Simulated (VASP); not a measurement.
```yaml
crystal:
  lattice:
    - [4.18000, 2.09000, 2.09000]
    - [2.09000, 4.18000, 2.09000]
    - [2.09000, 2.09000, 4.18000]
  atoms:
    - { symbol: Ni, position: [0.00000, 0.00000, 0.00000], spin: 2.0 }
    - { symbol: Ni, position: [0.50000, 0.50000, 0.50000], spin: -2.0 }
    - { symbol: O, position: [0.25000, 0.25000, 0.25000] }
    - { symbol: O, position: [0.75000, 0.75000, 0.75000] }
```

The base run (VASP): PBE GGA, plane waves, VASP's PBE PAW potentials (set 64). Settings: 520 eV cut-off, 8×8×8 Γ-centred mesh, Gaussian smearing of 0.050 eV, potentials Ni O.

One setting is varied; ΔE counts from the base run. The base run took about 3 core-minutes. Times come from single runs on busy shared machines, so they are rough: good to a factor of about 2.

Pressures at a finite cut-off, here 520 eV, hold a Pulay part, which wasn't tested here.

```csv
setting,cost over the base run,electronic steps,bands,ΔE (meV/atom),pressure (GPa)
"ISPIN = 1, the spin start removed",about 1/2,15,20,189.9,-2.53
base run,reference,16,20,0.0,1.61
NUPDOWN = 0,within a factor of 2,16,20,0.0,1.61
NUPDOWN = 1,within a factor of 2,16,20,159.2,2.76
MAGMOM = 0 0 0 0,within a factor of 2,16,20,189.9,-2.50
MAGMOM = 2.0 2.0 0.0 0.0,within a factor of 2,16,22,135.0,4.77
MAGMOM = 0.4 -0.4 0.0 0.0,within a factor of 2,17,20,0.0,1.68
MAGMOM = 4.0 0.0 0.0 0.0,within a factor of 2,25,22,0.0,1.65
```

Left out are runs that failed, have no time on record or changed the cell.

The compound is NiO in the rock salt, AFM-II order structure. The cell was not relaxed at this level.
